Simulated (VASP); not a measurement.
Method: LDA (Ceperley-Alder, Perdew-Zunger), VASP's LDA PAW potentials (set 64) (plane waves; VASP 6.6.1).

VASP ran on this input.

File POSCAR:
```
AlN
1
    3.1485180000     0.0000000000     0.0000000000
   -1.5742590000     2.7266960000     0.0000000000
    0.0000000000     0.0000000000    15.4496430000
Al N
6 6
Direct
  0.0000000000   0.0000000000   0.0000000000
  0.0000000000   0.0000000000   0.5000000000
  0.6666670000   0.3333330000   0.8332500000
  0.3333330000   0.6666670000   0.3332500000
  0.6666670000   0.3333330000   0.1665000000
  0.3333330000   0.6666670000   0.6665000000
  0.0000000000   0.0000000000   0.8746000000
  0.0000000000   0.0000000000   0.3746000000
  0.6666670000   0.3333330000   0.7078500000
  0.3333330000   0.6666670000   0.2078500000
  0.6666670000   0.3333330000   0.0415000000
  0.3333330000   0.6666670000   0.5415000000
```

File KPOINTS:
```
Automatic mesh
0
Gamma
10 10 2
0 0 0
```

INCAR:
```
# general
SYSTEM = AlN
PREC   = Accurate
ENCUT  = 400
LREAL  = F   # projection in real space or not
LASPH  = T

# electronic loop
EDIFF  = 1E-6
NELM   = 100   # most electronic steps
ALGO   = Normal

# smearing
ISMEAR = -1
SIGMA  = 0.3

# ions
ISIF   = 2   # forces and stress, cell fixed

# output
LWAVE  = F
LCHARG = F
```

POTCAR, in this order: Al N (LDA.64 set). Program: vasp_std.

What VASP printed:

**OUTCAR**
```
 ion  position               nearest neighbor table
   1  0.000  0.000  0.000-  11 1.93  11 1.93  11 1.93   7 1.94   5 3.15   5 3.15   5 3.15   3 3.15
                             3 3.15   3 3.15
   2  0.000  0.000  0.500-  12 1.93  12 1.93  12 1.93   8 1.94   6 3.15   6 3.15   6 3.15   4 3.15
                             4 3.15   4 3.15
   3  0.667  0.333  0.833-   7 1.93   7 1.93   7 1.93   9 1.94   6 3.15   1 3.15   6 3.15   1 3.15
                             1 3.15   6 3.15
   4  0.333  0.667  0.333-   8 1.93   8 1.93   8 1.93  10 1.94   5 3.15   2 3.15   5 3.15   2 3.15
                             2 3.15   5 3.15
   5  0.667  0.333  0.166-  10 1.93  10 1.93  10 1.93  11 1.93   1 3.15   1 3.15   1 3.15   4 3.15
                             4 3.15   4 3.15
   6  0.333  0.667  0.666-   9 1.93   9 1.93   9 1.93  12 1.93   2 3.15   2 3.15   2 3.15   3 3.15
                             3 3.15   3 3.15
   7  0.000  0.000  0.875-   3 1.93   3 1.93   3 1.93   1 1.94
   8  0.000  0.000  0.375-   4 1.93   4 1.93   4 1.93   2 1.94
   9  0.667  0.333  0.708-   6 1.93   6 1.93   6 1.93   3 1.94
  10  0.333  0.667  0.208-   5 1.93   5 1.93   5 1.93   4 1.94
  11  0.667  0.333  0.041-   1 1.93   1 1.93   1 1.93   5 1.93
  12  0.333  0.667  0.541-   2 1.93   2 1.93   2 1.93   6 1.93
  LATTYP: Found a hexagonal cell.
 ALAT       =     3.1485180000
 C/A-ratio  =     4.9069571779
 Subroutine PRICEL returns:
 Original cell was already a primitive cell.
 Subroutine GETGRP returns: Found 12 space group operations
The static configuration has the point symmetry C_3v.
 The point group associated with its full space group is C_6v.
The dynamic configuration has the point symmetry C_3v.
 Subroutine INISYM returns: Found 12 space group operations
 Subroutine IBZKPT returns following result:
 Found     28 irreducible k-points:

 Following reciprocal coordinates:
            Coordinates               Weight
  0.000000  0.000000  0.000000      1.000000
  0.100000  0.000000  0.000000      6.000000
  0.200000  0.000000  0.000000      6.000000
  0.300000  0.000000  0.000000      6.000000
  0.400000 -0.000000  0.000000      6.000000
  0.500000  0.000000  0.000000      3.000000
  0.100000  0.100000  0.000000      6.000000
  0.200000  0.100000  0.000000     12.000000
  0.300000  0.100000  0.000000     12.000000
  0.400000  0.100000  0.000000     12.000000
  0.200000  0.200000  0.000000      6.000000
  0.300000  0.200000  0.000000     12.000000
  0.400000  0.200000  0.000000      6.000000
  0.300000  0.300000  0.000000      6.000000
  0.000000  0.000000  0.500000      1.000000
  0.100000  0.000000  0.500000      6.000000
  0.200000  0.000000  0.500000      6.000000
  0.300000  0.000000  0.500000      6.000000
  0.400000 -0.000000  0.500000      6.000000
  0.500000  0.000000  0.500000      3.000000
  0.100000  0.100000  0.500000      6.000000
  0.200000  0.100000  0.500000     12.000000
  0.300000  0.100000  0.500000     12.000000
  0.400000  0.100000  0.500000     12.000000
  0.200000  0.200000  0.500000      6.000000
  0.300000  0.200000  0.500000     12.000000
  0.400000  0.200000  0.500000      6.000000
  0.300000  0.300000  0.500000      6.000000
   k-points           NKPTS =     28   k-points in BZ     NKDIM =     28   number of bands    NBANDS=     31
   number of dos      NEDOS =    301   number of ions     NIONS =     12
   total plane-waves  NPLWV =  62208
   dimension x,y,z NGX =    24 NGY =   24 NGZ =  108
   dimension x,y,z NGXF=    48 NGYF=   48 NGZF=  216
   ions per type =               6   6
   PREC   = accura    normal or accurate (medium, high low for compatibility)
   ISTART =      0    job   : 0-new  1-cont  2-samecut
   ICHARG =      2    charge: 1-file 2-atom 10-const
   ISPIN  =      1    spin polarized calculation?
   LNONCOLLINEAR =      F non collinear calculations
   LSORBIT =      F    spin-orbit coupling
   INIWAV =      1    electr: 0-lowe 1-rand  2-diag
...
```

**OSZICAR**
```
       N       E                     dE             d eps       ncg     rms          rms(c)
DAV:   1     0.154909011482E+03    0.15491E+03   -0.19013E+04  1744   0.110E+03
DAV:   2    -0.970411874527E+02   -0.25195E+03   -0.23963E+03  2366   0.234E+02
DAV:   3    -0.112022049600E+03   -0.14981E+02   -0.14897E+02  2121   0.637E+01
DAV:   4    -0.112193461639E+03   -0.17141E+00   -0.17123E+00  2065   0.751E+00
DAV:   5    -0.112196638991E+03   -0.31774E-02   -0.31768E-02  2107   0.986E-01    0.204E+01
DAV:   6    -0.982715872234E+02    0.13925E+02   -0.65178E+01  1974   0.360E+01    0.768E+00
DAV:   7    -0.980948630068E+02    0.17672E+00   -0.14287E+00  2107   0.616E+00    0.488E+00
DAV:   8    -0.979183470404E+02    0.17652E+00   -0.16094E-01  2009   0.284E+00    0.631E-01
DAV:   9    -0.979095830341E+02    0.87640E-02   -0.15430E-02  2121   0.555E-01    0.333E-01
DAV:  10    -0.979098028437E+02   -0.21981E-03   -0.37927E-03  2121   0.296E-01    0.155E-01
DAV:  11    -0.979095615509E+02    0.24129E-03   -0.77294E-04  2108   0.153E-01    0.541E-02
DAV:  12    -0.979095547575E+02    0.67934E-05   -0.18002E-04  2131   0.740E-02    0.189E-02
DAV:  13    -0.979095536377E+02    0.11198E-05   -0.12093E-05  2090   0.235E-02    0.863E-03
DAV:  14    -0.979095534059E+02    0.23180E-06   -0.11564E-06  1246   0.774E-03
   1 F= -.97909553E+02 E0= -.97905917E+02  d E =-.727232E-02
```

### OUTCAR
```
------------------------ aborting loop because EDIFF is reached ----------------------------------------
  FORCE on cell =-STRESS in cart. coord.  units (eV):
  Direction    XX          YY          ZZ          XY          YZ          ZX
  --------------------------------------------------------------------------------------
  Total      -13.4331815    -13.4331758    -14.9649466      0.0000000      0.0000000      0.0000000
  in kB     -162.2662180   -162.2661499   -180.7691862      0.0000000      0.0000000      0.0000000
  external PRESSURE =    -168.4338514 kB  Pullay stress =       0.0000000 kB
  volume of cell :      132.64
      direct lattice vectors                 reciprocal lattice vectors
     3.148518000  0.000000000  0.000000000     0.317609745  0.183372110  0.000000000
    -1.574259000  2.726696000  0.000000000     0.000000000  0.366744221  0.000000000
     0.000000000  0.000000000 15.449643000     0.000000000  0.000000000  0.064726415
  FREE ENERGIE OF THE ION-ELECTRON SYSTEM (eV)
  ---------------------------------------------------
  free  energy   TOTEN  =       -97.9095534059 eV

  energy  without entropy=      -97.9022810841  energy(sigma->0) =      -97.90591724
```
(Selected blocks of OUTCAR.)

At this cut-off the stress carries a Pulay error, which pulls relaxed volumes low.

The structure was generated: AlN was put into an ordered model structure, which need not be its known phase. The cell was not relaxed at this level. The run is one of a series of settings (ISMEAR = -1, SIGMA = 0.3 against the base run), some of them coarse on purpose.
